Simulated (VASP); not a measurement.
# WS2 (Tungstenite): structure and properties in VASP

How well does PBEsol reproduce what experiment finds for WS2 (Tungstenite)? The cell is relaxed first, and properties follow on it. The steps: relaxing cell and atoms (PBEsol), density, ELF and potential (PBEsol), bands along the symmetry lines (PBEsol), density of states (PBEsol), vibrations at Γ (PBEsol), dielectric tensor and Born charges (PBEsol), optical spectrum (PBEsol), core-level energies (PBEsol), bands along the symmetry lines (PBEsol + SOC) and ionic relaxation at fixed cell (PBEsol) with a changed input. The start is a cell from a database of measured crystal structures.

Calculated with VASP 6.6.1; PBEsol; plane waves and PAW (W, S), in the first sound run; inputs show where later runs differ.

Experimental background.

For WS2, 2H (bulk), “Extraordinary room-temperature photoluminescence in WS2 monolayers” (2012, arxiv:1208.1325) quotes earlier work: lattice constant a 3.1532 Å [literature value]; lattice constant c 12.323 Å [literature value]; Raman mode (A1g (out-of-plane)) 421 cm⁻¹ at 300 K [bulk reference value quoted for comparison, source not stated].

This is a report of a sequence of runs, with most program output left out.

The database entry behind the starting cell differs from later determinations by our own check (an axis about 1.4 % long against later determinations), so it need not match the best structure at ambient conditions.

### Step 1. The structure

Before any relaxation, the start is as follows. It takes space group P6_3/mmc (No. 194, hexagonal). Conventional cell: a = 3.180 Å, b = 3.180 Å, c = 12.500 Å, α = 90.00°, β = 90.00°, γ = 120.00°. Nearest to W lie 6 S at 2.41 Å. S has 3 W at 2.41 Å nearest. Farther neighbours and most contacts between anions are not listed.

Coordinates:

```xyz
6
Lattice="3.1800 0.0000 0.0000 -1.5900 2.7540 0.0000 0.0000 0.0000 12.5000" Properties=species:S:1:pos:R:3 pbc="T T T"
W     0.0000    1.8360    3.1250
W     1.5900    0.9180    9.3750
S     0.0000    1.8360    7.8125
S     1.5900    0.9180    1.5625
S     0.0000    1.8360   10.9375
S     1.5900    0.9180    4.6875
```

### Step 2. Relaxing cell and atoms (PBEsol)

Properties are meant for the cell that this level of theory prefers, so cell and atoms are relaxed first (ISIF = 3) until forces and stress are small; EDIFFG sets the threshold. PBEsol restores the gradient expansion of exchange and is tuned for the cells of solids.

Input file INCAR:

```
SYSTEM = WS2
PREC = Accurate
ENCUT = 400
EDIFF = 1E-06
NELM = 100
ISMEAR = 0
SIGMA = 0.05
LREAL = .FALSE.
ALGO = Normal
GGA = PS
NBANDS = 24
LASPH = .TRUE.
LORBIT = 11
LWAVE = .FALSE.
LCHARG = .FALSE.
KPAR = 4
IBRION = 2
NSW = 60
ISIF = 3
EDIFFG = -0.01
```

Input file POSCAR:

```
WS2
1.0
    3.1800000000      0.0000000000      0.0000000000
   -1.5900000000      2.7539607840      0.0000000000
    0.0000000000      0.0000000000     12.5000000000
W S
2 4
Direct
    0.3333333333      0.6666666667      0.2500000000
    0.6666666667      0.3333333333      0.7500000000
    0.3333333333      0.6666666667      0.6250000000
    0.6666666667      0.3333333333      0.1250000000
    0.3333333333      0.6666666667      0.8750000000
    0.6666666667      0.3333333333      0.3750000000
```

Input file KPOINTS:

```
Automatic mesh
0
Gamma
7 7 2
0 0 0
```

The projector-augmented-wave data sets are W and S (PBE family, release 64).

Command:

```sh
> mpirun -np 4 vasp_std
```

The job ended after 54 s (4 MPI ranks of Intel Xeon 6975P-C (Granite Rapids), shared host; peak memory 0.95 GiB; 3.6 min of CPU time).

The gap is read on the k-mesh alone, so it is an upper bound where the band edges lie off the mesh, and a coarse mesh can show a gap where there is none. The bonds form layers, held to each other by dispersion, which PBEsol lacks, so the spacing between them is unreliable. The PAW data sets were made with PBE, which is usual practice but a small mismatch for other functionals. The data set W keeps the semicore shell frozen, which is cheaper and a little less accurate. The run keeps the 24 symmetry operations of its start, so it cannot find a distortion of lower symmetry.

The steps of the relaxation:

| step | energy less that of the first step (eV) | largest force (eV/Å) | pressure (GPa) | volume (Å³) |
| --- | --- | --- | --- | --- |
| 1 | 0.0000 | 0.1833 | -3.14 | 109.47 |
| 2 | 0.0567 | 0.8369 | 7.15 | 103.90 |
| 3 | -0.0246 | 0.1608 | 0.22 | 107.44 |
| 4 | -0.0304 | 0.0754 | -0.06 | 107.14 |
| 5 | -0.0310 | 0.0197 | 0.01 | 107.21 |
| 6 | -0.0311 | 0.0132 | 0.07 | 107.22 |
| 7 | -0.0312 | 0.0083 | 0.25 | 107.25 |
| 8 | -0.0312 | 0.0082 | 0.27 | 107.26 |
| 9 | -0.0312 | 0.0066 | 0.24 | 107.29 |
| 10 | -0.0313 | 0.0038 | 0.22 | 107.35 |
| 11 | -0.0315 | 0.0012 | 0.19 | 107.48 |
| 12 | -0.0316 | 0.0119 | 0.11 | 107.73 |
| 13 | -0.0317 | 0.0342 | -0.07 | 108.24 |
| 14 | -0.0317 | 0.0278 | -0.03 | 108.07 |
| 15 | -0.0317 | 0.0176 | 0.05 | 107.83 |
| 16 | -0.0317 | 0.0203 | 0.04 | 107.91 |
| 17 | -0.0317 | 0.0238 | 0.01 | 107.99 |
| 18 | -0.0318 | 0.0149 | 0.03 | 108.07 |
| 19 | -0.0319 | 0.0068 | 0.07 | 108.26 |
| 20 | -0.0319 | 0.0087 | 0.07 | 108.28 |
| 21 | -0.0319 | 0.0000 | -0.05 | 108.40 |

| conventional cell, symmetrised | before | after | change |
| --- | --- | --- | --- |
| a (Å) | 3.180 | 3.143 | -1.2 % |
| b (Å) | 3.180 | 3.143 | -1.2 % |
| c (Å) | 12.500 | 12.669 | +1.3 % |
| volume (Å³/atom) | 18.24 | 18.07 | -1.0 % |

The atoms that moved most (Å, as changes of fractional coordinates times the final cell):

| atom | dx | dy | dz | length |
| --- | --- | --- | --- | --- |
| S3 | 0.000 | 0.000 | 0.016 | 0.016 |
| S5 | 0.000 | 0.000 | -0.016 | 0.016 |
| S6 | 0.000 | 0.000 | -0.016 | 0.016 |
| S4 | 0.000 | 0.000 | 0.016 | 0.016 |

The relaxed structure:

```cif
data_structure
_symmetry_space_group_name_H-M 'P 1'
_symmetry_Int_Tables_number 1
_cell_length_a 3.1432
_cell_length_b 3.1432
_cell_length_c 12.6686
_cell_angle_alpha 90.000
_cell_angle_beta 90.000
_cell_angle_gamma 120.000
_cell_volume 108.40
loop_
_atom_site_label
_atom_site_type_symbol
_atom_site_fract_x
_atom_site_fract_y
_atom_site_fract_z
_atom_site_occupancy
W1 W 0.33333 0.66667 0.25000 1
W2 W 0.66667 0.33333 0.75000 1
S3 S 0.33333 0.66667 0.62626 1
S4 S 0.66667 0.33333 0.12626 1
S5 S 0.33333 0.66667 0.87374 1
S6 S 0.66667 0.33333 0.37374 1
```

Numbers from this step:

```
electrons                              : 36
bands                                  : 24
irreducible k-points                   : 16
symmetry operations                    : 24
free energy (TOTEN)                    : -50.6697 eV
Fermi energy                           : 6.199 eV
pressure                               : -0.04749 GPa
metallic, judged on the points sampled : no
valence top at k                       : 0, 0, 0
conduction bottom at k                 : 0.1429, 0.1429, 0
least direct gap at k                  : 0.1429, 0, 0
SCF cycles over all ionic steps        : 129
gap on the k-mesh                      : 1.212 eV
least direct gap on the k-mesh         : 2.402 eV
```

It ends with forces under 0.001 eV/Å and a pressure of -0.05 GPa. The volume lies -1.0 % from that of the database's start, part of which can be the thermal and zero-point expansion of its experiment.

### Step 3. Density, ELF and potential (PBEsol)

The relaxed cell gets a fresh self-consistent run, on a basis set for its own volume, to fix the density and to check the remaining stress.

Changes to INCAR since step 2:

```diff
@@ -14,7 +14,5 @@
 LWAVE = .FALSE.
-LCHARG = .FALSE.
-KPAR = 4
-IBRION = 2
-NSW = 60
-ISIF = 3
-EDIFFG = -0.01
+LCHARG = .TRUE.
+ISIF = 2
+LELF = .TRUE.
+LVHAR = .TRUE.
```

Input file POSCAR:

```
WS2
1.0
    3.1432285506      0.0000000000      0.0000000000
   -1.5716142753      2.7221157747      0.0000000000
    0.0000000000      0.0000000000     12.6686441095
W S
2 4
Direct
    0.3333333333      0.6666666667      0.2500000000
    0.6666666667      0.3333333333      0.7500000000
    0.3333333333      0.6666666667      0.6262648156
    0.6666666667      0.3333333333      0.1262648156
    0.3333333333      0.6666666667      0.8737351844
    0.6666666667      0.3333333333      0.3737351844
```

KPOINTS is that of step 2.

Command:

```sh
> mpirun -np 4 vasp_std
```

Wall time 6.6 s (4 MPI ranks); peak memory 0.54 GiB; 24 s of CPU time.

This step gave:

* SCF cycles: 14
* free energy (TOTEN): -50.6694 eV
* pressure: -0.05303 GPa

Valence electrons inside each PAW sphere by angular momentum. Sphere charges, by row:

| atom | s (e) | p (e) | d (e) | tot (e) |
| --- | --- | --- | --- | --- |
| W1 | 0.57 | 0.731 | 4.324 | 5.625 |
| W2 | 0.57 | 0.731 | 4.324 | 5.625 |
| S3 | 1.354 | 2.345 | 0 | 3.699 |
| S4 | 1.354 | 2.345 | 0 | 3.699 |
| S5 | 1.354 | 2.345 | 0 | 3.699 |
| S6 | 1.354 | 2.345 | 0 | 3.699 |

ELF in the ac plane at fractional y = 0.333, with atoms of W and S within 0.2 Å of it. It is the smooth field of the valence electrons, not physical close to the nuclei.

Values, 24 rows by 16 columns, each cell a mean:
```
0.17 0.27 0.34 0.35 0.30 0.21 0.12 0.06 0.03 0.03 0.02 0.02 0.02 0.03 0.04 0.09
0.57 0.68 0.73 0.74 0.70 0.60 0.45 0.28 0.14 0.07 0.05 0.04 0.05 0.10 0.21 0.39
0.70 0.75 0.76 0.76 0.75 0.71 0.62 0.47 0.32 0.21 0.16 0.15 0.17 0.25 0.41 0.59
0.68 0.72 0.73 0.72 0.72 0.69 0.61 0.49 0.36 0.28 0.25 0.24 0.25 0.31 0.43 0.58
0.41 0.50 0.55 0.55 0.52 0.44 0.34 0.26 0.18 0.14 0.12 0.11 0.12 0.15 0.22 0.31
0.24 0.30 0.37 0.38 0.32 0.25 0.19 0.10 0.03 0.00 0.00 0.00 0.00 0.01 0.07 0.17
0.26 0.34 0.41 0.42 0.36 0.29 0.22 0.14 0.06 0.02 0.02 0.01 0.02 0.04 0.11 0.20
0.53 0.61 0.64 0.64 0.62 0.56 0.46 0.35 0.26 0.22 0.20 0.19 0.20 0.23 0.31 0.42
0.71 0.74 0.75 0.74 0.74 0.72 0.64 0.52 0.38 0.28 0.23 0.22 0.24 0.32 0.46 0.62
0.67 0.74 0.77 0.77 0.75 0.69 0.57 0.41 0.25 0.15 0.10 0.10 0.12 0.19 0.34 0.53
0.44 0.57 0.64 0.65 0.60 0.48 0.33 0.18 0.09 0.04 0.03 0.02 0.03 0.06 0.13 0.27
0.07 0.11 0.15 0.16 0.13 0.09 0.05 0.04 0.05 0.08 0.10 0.11 0.09 0.06 0.04 0.04
0.17 0.06 0.03 0.02 0.04 0.13 0.29 0.49 0.65 0.76 0.81 0.82 0.78 0.70 0.55 0.36
0.57 0.25 0.08 0.07 0.17 0.46 0.73 0.85 0.90 0.92 0.93 0.93 0.92 0.91 0.88 0.79
0.70 0.42 0.18 0.15 0.32 0.63 0.80 0.84 0.81 0.70 0.56 0.54 0.65 0.78 0.84 0.82
0.68 0.43 0.23 0.20 0.35 0.61 0.78 0.82 0.78 0.65 0.47 0.44 0.59 0.75 0.82 0.80
0.41 0.24 0.15 0.14 0.20 0.35 0.52 0.63 0.68 0.67 0.64 0.64 0.66 0.68 0.66 0.57
0.24 0.21 0.19 0.19 0.20 0.23 0.25 0.26 0.28 0.28 0.27 0.27 0.28 0.28 0.27 0.25
0.27 0.20 0.17 0.16 0.19 0.24 0.31 0.37 0.41 0.42 0.42 0.41 0.42 0.42 0.39 0.33
0.53 0.31 0.18 0.16 0.26 0.46 0.65 0.75 0.77 0.72 0.66 0.65 0.70 0.76 0.77 0.70
0.71 0.46 0.23 0.20 0.37 0.64 0.80 0.83 0.77 0.59 0.37 0.32 0.51 0.73 0.82 0.82
0.67 0.37 0.14 0.11 0.27 0.59 0.79 0.86 0.86 0.83 0.78 0.77 0.81 0.85 0.86 0.82
0.44 0.17 0.05 0.04 0.11 0.34 0.62 0.80 0.88 0.92 0.93 0.93 0.92 0.90 0.83 0.69
0.07 0.03 0.03 0.02 0.03 0.05 0.12 0.24 0.37 0.48 0.55 0.56 0.51 0.41 0.28 0.15
```
Columns run along a (3.1 Å), rows up along c (12.7 Å). Atoms in or near the plane, at fractional coordinates: W at (0.67, 0.75), S at (0.67, 0.13), S at (0.67, 0.37).

Electrostatic potential energy in the ac plane at fractional y = 0.333, with atoms of W and S within 0.2 Å of it. With pseudopotentials it is smooth inside the atoms' cores, unlike the true potential.

Ten even steps from '_' (-79 eV) to '@' (4 eV), each cell a mean:
```
@@@@@@@@@@@@@@@@@@@@@@@@@@@@@@@@
@@@@@@@@@@@@@@@@@@@@@@@@@@@@@@@@
@@%%%%%%%%@@@@@@@@@@@@@@@@@@@@@@
@@%%%%%%%%@@@@@@@@%%%%%%%%@@@@@@
%%@@@@@@@@%%%%%%####****######%%
%%%%@@@@@@%%####**++++++++****##
%%@@@@@@@@%%####****++++++**####
@@@@@@@@@@@@%%%%%%########%%%%%%
@@%%%%%%%%%%@@@@@@@@@@@@@@@@@@@@
@@@@%%%%%%@@@@@@@@@@@@@@@@@@@@@@
@@@@@@@@@@@@@@@@@@@@@@@@@@@@@@@@
@@@@@@@@@@@@@@@@@@@@@@@@@@@@@@@@
@@@@@@@@@@@@@@@@@@@@@@@@@@@@@@@@
@@@@@@@@@@@@@@%%##**++++++##%%@@
@@@@@@@@@@@@%%**::________..++%%
@@@@@@@@@@@@%%##--..____..::**%%
%%%%%%%%%%%%%%%%%%########%%%%%%
%%########%%%%%%@@@@@@@@@@@@@@%%
%%%%%%##%%%%%%%%@@@@@@@@@@@@@@%%
@@@@%%%%@@@@%%%%##++====++**%%%%
@@@@@@@@@@@@%%**::________..==%%
@@@@@@@@@@@@%%##==..____..--**%%
@@@@@@@@@@@@@@@@@@%%####%%%%@@@@
@@@@@@@@@@@@@@@@@@@@@@@@@@@@@@@@
```
Columns run along a (3.1 Å; values clipped at the 3rd and 97th percentile), rows up along c (12.7 Å). Atoms in or near the plane, at fractional coordinates: W at (0.67, 0.75), S at (0.67, 0.13), S at (0.67, 0.37).

Valence density in the ac plane at fractional y = 0.333, with atoms of W and S within 0.2 Å of it. It is the smooth field of the valence electrons, not physical close to the nuclei.

Ten even steps from '0' (0.0 e/Å³) to '9' (1.1 e/Å³), each cell a mean:
```
0000000000000000
1122211000000001
3444432211000112
3444443322222223
3333333344554433
3222223455666544
3222223445665543
3333333333443333
3455443221111223
2333322110000011
0111110000000000
0000000000000000
0000000011221100
1000012367888642
3111124797436985
3211235898658986
3222233456666554
3333332222222222
3333333333333333
3221234678888864
3211135897215996
2100123689778974
0000001235565421
0000000000000000
```
Columns run along a (3.1 Å), rows up along c (12.7 Å). Atoms in or near the plane, at fractional coordinates: W at (0.67, 0.75), S at (0.67, 0.13), S at (0.67, 0.37).

In this run the pressure is -0.05 GPa, small enough to go on; single stress components reach 0.08 GPa.

### Step 4. Bands along the symmetry lines (PBEsol)

Levels along the symmetry lines show where the bands peak and cross; KPOINTS_OPT computes them in the converged potential.

Input file INCAR:

```
SYSTEM = WS2
PREC = Accurate
ENCUT = 400
EDIFF = 1E-06
NELM = 100
ISMEAR = 0
SIGMA = 0.05
LREAL = .FALSE.
ALGO = Normal
GGA = PS
NBANDS = 34
LASPH = .TRUE.
LORBIT = 11
LWAVE = .FALSE.
LCHARG = .FALSE.
KPAR = 4
```

POSCAR is that of step 3.

KPOINTS is that of step 3.

Input file KPOINTS_OPT:

```
Line mode
16
Line-mode
Reciprocal
  0.00000000   0.00000000   0.00000000 GAMMA
  0.50000000   0.00000000   0.00000000 M

  0.50000000   0.00000000   0.00000000 M
  0.33333333   0.33333333   0.00000000 K

  0.33333333   0.33333333   0.00000000 K
  0.00000000   0.00000000   0.00000000 GAMMA

  0.00000000   0.00000000   0.00000000 GAMMA
  0.00000000   0.00000000   0.50000000 A

  0.00000000   0.00000000   0.50000000 A
  0.50000000   0.00000000   0.50000000 L

  0.50000000   0.00000000   0.50000000 L
  0.33333333   0.33333333   0.50000000 H

  0.33333333   0.33333333   0.50000000 H
  0.00000000   0.00000000   0.50000000 A

  0.50000000   0.00000000   0.50000000 L
  0.50000000   0.00000000   0.00000000 M

  0.33333333   0.33333333   0.00000000 K
  0.33333333   0.33333333   0.50000000 H
```

Command:

```sh
> mpirun -np 4 vasp_std
```

Run time: 27 s. Hardware: 4 MPI ranks; peak memory 0.99 GiB.

Spin-orbit coupling is off here; it can split and shift levels that hold much weight on W by tenths of an eV or more.

This step gave:

- bands: 34
- Fermi energy: 6.158 eV
- pressure: -0.05706 GPa
- least gap on mesh and path: 1.110 eV
- least direct gap on mesh and path: 1.871 eV
- conduction bottom at k: 0.1778, 0.1778, 0
- least direct gap at k: 0.3333, 0.3333, 0

Electronic bands along the path, in eV, zero at the valence-band top; v1 is the highest filled band, c1 the lowest empty one:

| point | v4 | v3 | v2 | v1 | c1 | c2 | c3 | c4 |
| --- | --- | --- | --- | --- | --- | --- | --- | --- |
| Γ | -2.05 | -1.61 | -1.13 | 0.00 | 2.49 | 2.49 | 2.49 | 2.49 |
| 0.47 of the way | -2.42 | -1.72 | -1.42 | -1.29 | 1.45 | 2.06 | 2.23 | 2.34 |
| M | -1.75 | -1.61 | -1.57 | -1.45 | 2.46 | 2.49 | 2.74 | 3.02 |
| 0.47 of the way | -2.84 | -2.55 | -1.09 | -0.89 | 2.14 | 2.25 | 2.98 | 3.01 |
| K | -2.87 | -2.87 | -0.60 | -0.43 | 1.44 | 1.44 | 2.24 | 3.27 |
| 0.53 of the way | -1.96 | -1.61 | -1.40 | -1.37 | 1.15 | 1.90 | 2.16 | 2.28 |
| Γ | -2.05 | -1.61 | -1.13 | 0.00 | 2.49 | 2.49 | 2.49 | 2.49 |
| 0.47 of the way | -2.06 | -2.06 | -0.77 | -0.07 | 2.48 | 2.48 | 2.49 | 2.49 |
| A | -2.07 | -2.07 | -0.32 | -0.32 | 2.48 | 2.48 | 2.48 | 2.48 |
| 0.47 of the way | -2.16 | -2.16 | -1.30 | -1.30 | 1.84 | 1.84 | 2.14 | 2.14 |
| L | -1.68 | -1.68 | -1.50 | -1.50 | 2.47 | 2.47 | 2.90 | 2.90 |
| 0.47 of the way | -2.74 | -2.74 | -0.98 | -0.98 | 2.20 | 2.20 | 3.02 | 3.02 |
| H | -2.97 | -2.97 | -0.53 | -0.53 | 1.44 | 1.44 | 2.69 | 2.69 |
| 0.53 of the way | -1.84 | -1.84 | -1.37 | -1.37 | 1.51 | 1.51 | 2.28 | 2.28 |
| A | -2.07 | -2.07 | -0.32 | -0.32 | 2.48 | 2.48 | 2.48 | 2.48 |
| jump to L | -1.68 | -1.68 | -1.50 | -1.50 | 2.47 | 2.47 | 2.90 | 2.90 |
| 0.53 of the way | -1.74 | -1.63 | -1.55 | -1.46 | 2.46 | 2.49 | 2.79 | 2.99 |
| M | -1.75 | -1.61 | -1.57 | -1.45 | 2.46 | 2.49 | 2.74 | 3.02 |
| jump to K | -2.87 | -2.87 | -0.60 | -0.43 | 1.44 | 1.44 | 2.24 | 3.27 |
| 0.47 of the way | -2.91 | -2.91 | -0.58 | -0.46 | 1.44 | 1.44 | 2.35 | 3.10 |
| H | -2.97 | -2.97 | -0.53 | -0.53 | 1.44 | 1.44 | 2.69 | 2.69 |

Of the projections kept (W, S), the largest for each band there, as a share of the weight inside these atoms' spheres; weight between the spheres isn't counted:

| point | v4 | v3 | v2 | v1 | c1 | c2 | c3 | c4 |
| --- | --- | --- | --- | --- | --- | --- | --- | --- |
| Γ | W 0.61 | S 0.89 | W 0.86 | W 0.74 | W 0.54 | W 0.54 | W 0.52 | W 0.52 |
| M | S 0.80 | S 0.79 | W 0.71 | W 0.75 | W 0.98 | W 0.97 | W 0.90 | W 0.91 |
| K | S 0.64 | S 0.64 | W 0.84 | W 0.81 | W 0.95 | W 0.95 | W 0.81 | W 0.75 |
| Γ | W 0.61 | S 0.89 | W 0.86 | W 0.74 | W 0.54 | W 0.54 | W 0.52 | W 0.52 |
| A | W 0.60 | W 0.60 | W 0.70 | W 0.70 | W 0.53 | W 0.53 | W 0.53 | W 0.53 |
| L | S 0.80 | S 0.80 | W 0.73 | W 0.73 | W 0.98 | W 0.98 | W 0.90 | W 0.90 |

The path lowers the gap by 0.10 eV against the mesh alone, so a band edge lies off the mesh.

### Step 5. Density of states (PBEsol)

Here the states are counted by energy and projected on the atoms. The mesh is finer than in the run before.

Changes to INCAR since step 4:

```diff
@@ -5,3 +5,3 @@
 NELM = 100
-ISMEAR = 0
+ISMEAR = -5
 SIGMA = 0.05
@@ -16 +16,2 @@
 KPAR = 4
+NEDOS = 2001
```

POSCAR is that of step 4.

Input file KPOINTS:

```
Automatic mesh
0
Gamma
10 10 3
0 0 0
```

Command:

```sh
> mpirun -np 4 vasp_std
```

Run time: 11 s. Hardware: 4 MPI ranks; peak memory 0.91 GiB.

This step gave:

```
irreducible k-points           : 28
free energy (TOTEN)            : -50.6676 eV
Fermi energy                   : 5.941 eV
pressure                       : -0.05181 GPa
conduction bottom at k         : 0.2, 0.2, 0
least direct gap at k          : 0.3, 0.3, 0
gap on the k-mesh              : 1.189 eV
least direct gap on the k-mesh : 2.202 eV
```

The density of states has structure finer than the step of the table below, so its rows give means over 0.5 eV, whole bins alone (the curve runs from -12.0 to 2.68 eV). Peaks (eV: height): total -3.92: 10.4, -2.63: 11.1, -1.41: 9.38, 2.32: 10.3; W d -3.92: 3.64, -2.70: 2.57, -1.41: 5.09, 2.32: 6.01; S p -4.79: 2.68, -3.92: 3.78, -2.63: 4.52, -2.06: 3.01; W p -4.86: 0.398, -3.92: 0.311, -2.63: 0.638, -2.06: 0.465; S s -6.44: 0.104, -4.79: 0.438, -2.78: 0.177, 2.32: 0.129.

States under -12.0 eV and over 2.7 eV are left out. The density of states by energy, zero at the valence-band top; means over each step; values in states/eV/cell:

| energy (eV) | total | W d | S p | W p | S s | W s |
| --- | --- | --- | --- | --- | --- | --- |
| -8.0 | 0 | 0 | 0 | 0 | 0 | 0 |
| -7.5 | 0.0526 | 0.00873 | 0.0131 | 4.6e-4 | 0.00220 | 0.00815 |
| -7.0 | 1.87 | 0.289 | 0.537 | 0.0519 | 0.0446 | 0.261 |
| -6.5 | 4.80 | 1.11 | 1.40 | 0.139 | 0.0844 | 0.434 |
| -6.0 | 4.13 | 1.04 | 1.32 | 0.140 | 0.0699 | 0.172 |
| -5.5 | 2.47 | 0.508 | 0.823 | 0.104 | 0.0798 | 0.106 |
| -5.0 | 6.20 | 1.47 | 1.90 | 0.285 | 0.287 | 0.330 |
| -4.5 | 3.25 | 0.877 | 1.07 | 0.120 | 0.108 | 0.107 |
| -4.0 | 6.14 | 1.99 | 2.21 | 0.209 | 0.0619 | 0.0373 |
| -3.5 | 3.57 | 1.17 | 1.24 | 0.154 | 0.0346 | 0.0297 |
| -3.0 | 4.31 | 1.36 | 1.57 | 0.182 | 0.0533 | 0.0266 |
| -2.5 | 6.64 | 1.43 | 2.78 | 0.384 | 0.106 | 0.0369 |
| -2.0 | 4.16 | 0.618 | 1.94 | 0.298 | 0.0465 | 0.00827 |
| -1.5 | 4.71 | 2.21 | 1.10 | 0.203 | 0.0485 | 0.0371 |
| -1.0 | 3.20 | 1.78 | 0.593 | 0.0763 | 0.0240 | 0.0317 |
| -0.5 | 0.685 | 0.398 | 0.126 | 0.00675 | 0.00999 | 0.0111 |
| 0.0 | 0.0573 | 0.0325 | 0.0115 | 1.9e-4 | 0.00154 | 0.00158 |
| 0.5 | 0 | 0 | 0 | 0 | 0 | 0 |
| 1.0 | 0.0252 | 0.0121 | 0.00384 | 2.3e-4 | 5.7e-4 | 8.1e-5 |
| 1.5 | 2.08 | 1.12 | 0.298 | 0.0210 | 0.0377 | 0.0253 |
| 2.0 | 5.62 | 3.29 | 0.931 | 0.0712 | 0.0547 | 0.0583 |

The gap on this mesh is 1.19 eV, over the 1.11 eV of the band run, since this mesh misses a band edge. In the top eV of the valence band the largest shares in the PAW spheres are W d 58 % and S p 18 %; in the lowest eV of the conduction band, W d 57 % and S p 16 %. The rest lies in smaller channels or between the spheres.

(Continued in part 2 of 2.)

[Lines on the potential files, build, host, timing and source positions are cut from VASP's logs without a mark.]

[Logs are printed without paths, hosts, clocks, repeated set-up lines and the standing remarks that a program may print on its own settings, such as how far it seeks lower states.]

[Hosts, paths, dates, database ids (printed as entryN), source tags and the programs' standing remarks are cut or masked in the printed files.]

[A measured line is paired with the nearest computed mode of its activity, which favours agreement.]

[In band tables of VASP the shares of atoms and orbitals are scaled to a sum of 1 inside the atoms' spheres.]
